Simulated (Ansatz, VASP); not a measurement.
# ZnO (zincite) in two plane-wave programs, part 3 of 3

One calculation is typed for both programs; each brings its own data sets. How far apart do they land? The cell is taken from a series of runs on this material, whose earlier steps may have relaxed, scaled, displaced or heated it; both programs get it as it stands.

VASP 6.6.1 and Ansatz 0.2.0.

So far: The starting structure; VASP: zone-centre phonons, PBE.

## Step 3: Ansatz: zone-centre phonons, PBE

Level of this step: Ansatz beside VASP: Kohn-Sham DFT, plane waves, PBE (Ansatz).

Ansatz runs on its PAW soft_1 files.

The same cell, functional and mesh now go to Ansatz, which takes its cutoff from its data sets.

Contents of input.yaml:

```yaml
crystal:
  lattice:
    - [3.2579904231, 0.0, 0.0]
    - [-1.6289952116, 2.8215024717, 0.0]
    - [0.0, 0.0, 5.2584634461]
  atoms:
    - { symbol: O, position: [0.6666666667, 0.3333333333, 0.3790405501] }
    - { symbol: O, position: [0.3333333333, 0.6666666667, 0.8790405501] }
    - { symbol: Zn, position: [0.3333333333, 0.6666666667, 0.4999694499] }
    - { symbol: Zn, position: [0.6666666667, 0.3333333333, -3.05501e-05] }
kpoints:
  mp_grid: { grid: [15, 15, 10] }
hamiltonian:
  xc: pbe
  pseudopotentials: { kind: paw, azcp: { folder: soft_1 } }
scf:
  occupations: { method: fixed }
output:
  eigenvalues: true
phonons:
  method: dfpt
  dielectric: true
  rigid_motions: translations
```

Launch:

```sh
$ ansatz run input.yaml --threads 4 --pin off --max-ram 16384MiB --backend cpu --events-out ev --progress --plain --runs-dir out
```

Numbers of over 12 decimals in the logs are rounded to 6 here.

What it wrote:

```text
Engine: ansatz 0.2.0, aarch64-unknown-linux-gnu
Pseudopotentials: kind: paw
Pseudopotential: O, paw, valence charge 6, recommended cutoff 420 eV (normal), soft_1/O.paw.azcp
Pseudopotential: Zn, paw, valence charge 12, recommended cutoff 420 eV (normal), soft_1/Zn.paw.azcp
Functional definition: PBE
  parameter kappa = 0.804
  parameter beta = 0.066725
  exchange = pbe_x(kappa = kappa, mu = beta*pi^2/3)
  correlation = pbe_c(beta = beta)
Crystal: 4 atoms, lattice volume = 48.338 Å³
Basis set: ecut = 420 eV, 965 PW (Γ), exchange–correlation on 48×48×72 points (8 copies of the dense FFT grid, shifted against one another)
Bands: 22, of which v1, the nominal top of the filled ones, is band 18 counted from 1 (17 counted from 0)
Symmetry: 12 space group operations
k-points: 608 of 2250 (irreducible under 2 space group operations, time reversal used)
Non-local potential: O, projectors of the file, l = 0: 2, l = 1: 2, l = 2: 1
Non-local potential: Zn, projectors of the file, l = 0: 2, l = 1: 2, l = 2: 3, l = 3: 1
PAW form: soft (Blöchl's): semilocal exchange-correlation on the pseudo side does not see the compensation charge
PAW one-centre angular grid: O, 110 points (default); XC on 64 Gauss nodes
PAW one-centre angular grid: Zn, 590 points (default); XC on 64 Gauss nodes
Initial density: superposition of atomic densities (chi_scale 0.1, normalization cell, long waves kept (reshape's long-wave potential 0.00 eV rms))
Initial wavefunctions: pseudopotential atomic-orbital guess
Functional: x = pbe(κ = 0.804, μ = 0.219515), c = pbe(β = 0.066725)
SCF iter   1: F=—  HF=-7774.633578 eV  |F-HF|=—  |Δ(HF+E_count)|=         —  Δρ=1.09e-1  dr2=3.06e0  ethr=3.10e-3  ⟨swp⟩=4.3  Hψ=61186  notcnv=0  defer=1101
preconditioner: auto → Resta (q_TF=auto, 2.598 Å⁻¹)  ε∞=6.4  [insulator: Δε(μ)=1.189 eV  Ē_g=13.788 eV  n_scr=22 (ndim 8)  ℏωp=32.0 eV  f_vac=0.000  ε∞_Penn≈6.4]
SCF iter   2: F=—  HF=-7773.798020 eV  |F-HF|=—  |Δ(HF+E_count)|=   8.36e-1  Δρ=2.30e-2  dr2=2.36e-1  ethr=3.10e-3  ⟨swp⟩=2.1  Hψ=30193  notcnv=0  defer=455
SCF iter   3: F=—  HF=-7773.693036 eV  |F-HF|=—  |Δ(HF+E_count)|=   1.05e-1  Δρ=1.87e-2  dr2=1.36e-1  ethr=6.54e-4  ⟨swp⟩=2.0  Hψ=29206  notcnv=0  defer=1194
SCF iter   4: F=—  HF=-7773.685254 eV  |F-HF|=—  |Δ(HF+E_count)|=   7.78e-3  Δρ=7.31e-3  dr2=1.39e-2  ethr=3.79e-4  ⟨swp⟩=2.0  Hψ=24326  notcnv=0  defer=1209
SCF iter   5: F=—  HF=-7773.695488 eV  |F-HF|=—  |Δ(HF+E_count)|=   1.02e-2  Δρ=2.30e-3  dr2=1.58e-3  ethr=3.85e-5  ⟨swp⟩=2.9  Hψ=30140  notcnv=0  defer=1214
SCF iter   6: F=—  HF=-7773.695721 eV  |F-HF|=—  |Δ(HF+E_count)|=   2.33e-4  Δρ=1.02e-3  dr2=3.62e-4  ethr=4.39e-6  ⟨swp⟩=2.4  Hψ=20460  notcnv=0  defer=1216
SCF iter   7: F=—  HF=-7773.695856 eV  |F-HF|=—  |Δ(HF+E_count)|=   1.36e-4  Δρ=3.17e-4  dr2=2.91e-5  ethr=1.00e-6  ⟨swp⟩=2.0  Hψ=24320  notcnv=0  defer=1216
SCF iter   8: F=—  HF=-7773.695876 eV  |F-HF|=—  |Δ(HF+E_count)|=   1.98e-5  Δρ=4.28e-5  dr2=1.08e-6  ethr=8.10e-8  ⟨swp⟩=2.0  Hψ=23519  notcnv=0  defer=152
SCF iter   9: F=—  HF=-7773.695878 eV  |F-HF|=—  |Δ(HF+E_count)|=   2.23e-6  Δρ=8.88e-6  dr2=3.72e-8  ethr=3.00e-9  ⟨swp⟩=2.0  Hψ=23752  notcnv=0
SCF iter  10: F=—  HF=-7773.695878 eV  |F-HF|=—  |Δ(HF+E_count)|=   5.50e-8  Δρ=1.29e-6  dr2=9.06e-10  ethr=1.03e-10  ⟨swp⟩=2.0  Hψ=23695  notcnv=0
SCF iter  11: F=-7773.695878 eV  HF=-7773.695878 eV  |F-HF|=2.09e-11  |Δ(HF+E_count)|=  8.25e-10  Δρ=2.77e-7  dr2=3.12e-11  ethr=1.00e-12  ⟨swp⟩=8.0  Hψ=83002  notcnv=0
SCF 1 converged in 11 iterations: F = -7773.695878 eV  dr2 = 3.12e-11
  greatest PAW one-centre occupation: 0.987 electrons in one spin orbital (limit 2), on the Zn atom at site 2 (counted from 0), in its partial waves of l = 2
NSCF: frozen V_eff on 4 k-points
DFPT response loops at Γ: preconditioner auto → Resta (q_TF=auto, 2.598 Å⁻¹)  ε∞=8.8 (no band partly filled); β = 1.00, the filter's whole step (`scf.mixing.beta` (0.50) is not read by the response loops at its default; to damp them type it under 1.00, their step now; it binds the ground state too); Broyden in place of MSR1
── the response to a field inside a basis, on 16×16×10 k-points: an SCF that follows is theirs, and a resumed run solves both again ──
Bands: 19, of which v1, the nominal top of the filled ones, is band 18 counted from 1 (17 counted from 0)
k-points: 360 of 2560 (irreducible under 4 space group operations, time reversal used)
Initial density: handed on by an earlier stage of this run
Initial wavefunctions: pseudopotential atomic-orbital guess (no wavefunctions were taken with the density)
Eigensolver: Dense (360 Hₖ)
SCF iter   1: F=—  HF=-7773.695931 eV  |F-HF|=—  |Δ(HF+E_count)|=         —  Δρ=4.48e-4  dr2=2.41e-5  ethr=1.00e-1
preconditioner: auto → Resta (q_TF=auto, 2.598 Å⁻¹)  ε∞=10.9  [insulator: Δε(μ)=0.970 eV  Ē_g=10.188 eV  n_scr=22 (ndim 8)  ℏωp=32.0 eV  f_vac=0.037  ε∞_Penn≈10.9]
SCF iter   2: F=—  HF=-7773.695936 eV  |F-HF|=—  |Δ(HF+E_count)|=   4.04e-6  Δρ=4.23e-4  dr2=3.85e-5  ethr=6.68e-8
SCF iter   3: F=—  HF=-7773.695934 eV  |F-HF|=—  |Δ(HF+E_count)|=   1.29e-6  Δρ=7.89e-5  dr2=8.67e-7  ethr=6.68e-8
SCF iter   4: F=—  HF=-7773.695931 eV  |F-HF|=—  |Δ(HF+E_count)|=   3.22e-6  Δρ=2.46e-5  dr2=1.18e-7  ethr=2.41e-9
SCF iter   5: F=-7773.695931 eV  HF=-7773.695931 eV  |F-HF|=4.81e-8  |Δ(HF+E_count)|=   2.96e-7  Δρ=1.84e-5  dr2=7.96e-8  ethr=3.28e-10
SCF 1 converged in 5 iterations: F = -7773.695931 eV  dr2 = 7.96e-8
  greatest PAW one-centre occupation: 0.987 electrons in one spin orbital (limit 2), on the Zn atom at site 3 (counted from 0), in its partial waves of l = 2
DFPT response loops at Γ: preconditioner auto → Resta (q_TF=auto, 2.598 Å⁻¹)  ε∞=7.9 (no band partly filled); β = 1.00, the filter's whole step (`scf.mixing.beta` (0.50) is not read by the response loops at its default; to damp them type it under 1.00, their step now; it binds the ground state too); Broyden in place of MSR1
WARN: field response: inside a basis, on 16×16×10 points, no mesh in reach settles it: take ε∞, Z* and everything formed from them with what they may err, as stated (eps_inf_uncertainty, zstar_uncertainty_e), and compare with field_mesh: kpoints on a denser kpoints.mp_grid
WARN: field response: ε∞ stands inside a basis, on 16×16×10 points; the force constants stand on the 15×15×10 k-mesh, whose period is 12.36 times the interband length at k = (0.0000, 0.0000, 0.0000), direct gap 0.770 eV, under 14: take them and everything formed from them as unconverged, and compare with a denser kpoints.mp_grid
SCF converged after 11 iterations
Free energy (F): -7773.695878 eV
Harris-Foulkes:  -7773.695878 eV  (|F-HF|=2.09e-11)
Internal energy: -7773.695878 eV  (E = F + TS)
E sigma→0 (E₀):  -7773.695878 eV
Fermi energy:    6.955828 eV
--- Per-component energies (eV) ---
  E_band       = 57.526349
  E_kinetic    = 629.376714
  E_local      = -4463.463911  (includes V_loc(G=0)·N_el)
  E_nonlocal   = 1755.820827
  E_hartree    = 1676.608037
  E_xc         = -298.201604
  E_vxc        = -282.394489  (∫ρ·V_xc dr)
  E_paw        = -4126.234961  (= ΣΔE_a)
  E_vpaw       = -935.029999  (= ΣTr[D̂ρ^β])
  E_aug_tail   = 0.001050  (compensation charges beyond the density's cutoff)
  E_ewald      = -2947.602030
  E_smearing   = -0.000000  (= −TS)
  E_closure    = 0.000000  (closes the sum)
  Σ components = -7773.695878   (vs F -7773.695878, Δ=0.00e0)
--- Band table (eV; the first three rows and the last of 608) ---
  k-point 0: bands = [... 14 lower, 6.1821, 6.8699, 6.9558, 6.9558, 7.7258, 12.1400, 15.0953, 19.8151]
  k-point 1: bands = [... 14 lower, 6.2014, 6.6075, 6.9375, 6.9375, 8.0197, 12.0520, 15.1733, 19.8157]
  k-point 2: bands = [... 14 lower, 6.2574, 6.2574, 6.8837, 6.8837, 8.5605, 11.8008, 15.4029, 19.6284]
  k-point 607: bands = [... 14 lower, 4.3477, 4.3743, 5.7731, 5.9078, 12.3704, 14.4895, 15.4691, 15.5397]
--- Phonons (Γ-DFPT): 4 representative perturbations + reference, on 608 of 2250 k-points (Σ response iterations 16) ---
  k mesh reduced under 2 symmetry operations, with k and −k counted as one. Each operation leaves every solved perturbation unchanged. A smaller set is not considered because the run solves the response to a homogeneous field
  ASR residual: 2.426e-4 → 0.000e0 eV/Å²; symmetrization residual: 1.638e-6 eV/Å²
  ASR residual per site (eV/Å²): 2.43e-4 2.43e-4 2.05e-5 2.05e-5
  Γ frequencies (cm⁻¹): 0.00 0.00 0.00 88.06 88.06 249.32 360.13 380.53 380.53 411.56 411.56 522.70
  ε∞ (high-frequency dielectric tensor):
        5.129610     0.000000     0.000000
        0.000000     5.129610    -0.000000
        0.000000    -0.000000     5.187411
  ε⁰ (static dielectric tensor: ions relaxed, cell fixed):
       10.027184    -0.000000     0.000000
       -0.000000    10.027184    -0.000000
        0.000000    -0.000000    10.944410
  ε⁰ − ε∞ (ionic part):
        4.897574    -0.000000     0.000000
       -0.000000     4.897574    -0.000000
        0.000000    -0.000000     5.756999
  softest optical mode at Γ: 88.06 cm⁻¹; the repairs (sum rule, projections) moved no ω² at Γ by more than (2.11 cm⁻¹)²
  Born effective charges Z* (e; rows j = field, columns β = displacement):
    site 0:
        -2.11595    0.00000    0.00000
         0.00000   -2.11595   -0.00000
         0.00000    0.00000   -2.17112
    site 1:
        -2.11595    0.00000   -0.00000
         0.00000   -2.11595    0.00000
        -0.00000   -0.00000   -2.17112
    site 2:
         2.11595   -0.00000    0.00000
        -0.00000    2.11595    0.00000
         0.00000    0.00000    2.17112
    site 3:
         2.11595   -0.00000   -0.00000
        -0.00000    2.11595   -0.00000
        -0.00000   -0.00000    2.17112
  Z* charge neutrality: 1.179e-3 e pre-enforcement
  solved inside a basis spanned on kpoints, on 16×16×10 k-points, which do not settle them: ε∞ is read to err by 8.4e-2, Z* by 5.2e-2 e (field_mesh: kpoints solves on kpoints); Z* is corrected for what the basis lacks
  optical modes at Γ without the LO–TO term, one row a degenerate level:
      ω (cm⁻¹)  modes    IR ((D/Å)²/amu)
         88.06      2             0.0000
        249.32      1             0.0000
        360.13      1            16.9214
[...]
optical modes at Γ + LO–TO along q̂ = [1.0000, 0.0000, 0.0000]:
      ω (cm⁻¹)  modes    IR ((D/Å)²/amu)
[...]
optical modes at Γ + LO–TO along q̂ = [0.0000, 1.0000, 0.0000]:
      ω (cm⁻¹)  modes    IR ((D/Å)²/amu)
[...]
522.70      1             0.0000
        532.02      1            16.0723
  optical modes at Γ + LO–TO along q̂ = [0.0000, 0.0000, 1.0000]:
      ω (cm⁻¹)  modes    IR ((D/Å)²/amu)
         88.06      2             0.0000
        249.32      1             0.0000
        380.53      2            32.1445
        411.56      2             0.0000
        522.70      1             0.0000
        523.09      1            16.9214
```

In the SCF lines HF is the Harris–Foulkes energy and dr2 the Hartree energy of the density residual, in eV; the loop may stop once dr2 is under the threshold and the program's other checks hold. Hψ counts applications of the Hamiltonian.

## Step 4: Differences

Known differences besides the potentials themselves: fixed occupations in Ansatz, narrow Gaussian smearing in VASP; VASP's response is taken on the typed mesh, Ansatz refines its own for the field response alone; the cutoff is 420 eV in Ansatz and 600 eV in VASP; VASP's log repeats an internal error in its field response. Total energies have different zeros and are not compared.

Compared:

| quantity | Ansatz | VASP | difference |
| --- | --- | --- | --- |
| ε∞ xx | 5.13 | 5.21 | -1.58 % |
| ε∞ yy | 5.13 | 5.21 | -1.58 % |
| ε∞ zz | 5.19 | 5.22 | -0.56 % |
| Born charge of O1 (mean of the diagonal) (e) | -2.13 | -2.14 | 0.00 |
| Born charge of Zn3 (mean of the diagonal) (e) | 2.13 | 2.14 | 0.00 |
| optical mode 1 to 2 (cm⁻¹) | 88.1 | 86.3 | +2.01 % |
| optical mode 3 (cm⁻¹) | 249.3 | 252.4 | -1.23 % |
| optical mode 4 (cm⁻¹) | 360.1 | 368.5 | -2.27 % |
| optical mode 5 to 6 (cm⁻¹) | 380.5 | 388.1 | -1.96 % |
| optical mode 7 to 8 (cm⁻¹) | 411.6 | 419.9 | -1.98 % |
| optical mode 9 (cm⁻¹) | 522.7 | 528.2 | -1.04 % |

Modes are paired by rising frequency, not by their patterns, so a pair may set unlike modes beside each other; they are those without the splitting of longitudinal modes.

## Step 5: Results

| Quantity | Value |
| --- | --- |
| r.m.s. difference of the optical zone-centre modes, each program's sorted by frequency (zone-centre phonons, PBE) | 6.4 cm⁻¹ |
| difference in optical mode 4 (zone-centre phonons, PBE) | -2.3 % |

What this shows: The r.m.s. difference of the optical zone-centre modes, each program's sorted by frequency is 6.4 cm⁻¹ (zone-centre phonons, PBE). Among the rows given in per cent, the largest difference of the zone-centre phonons, PBE pair is in optical mode 4, -2.3 %. How closely two codes agree says nothing of how well the functional describes the real material.

[Lines on the potential files, build, host, timing and source positions are cut from VASP's logs without a mark.]

[Logs are printed without paths, hosts, clocks, repeated set-up lines and the standing remarks that a program may print on its own settings, such as how far it seeks lower states.]

[Hosts, paths, dates, database ids (printed as entryN), source tags and the programs' standing remarks are cut or masked in the printed files.]
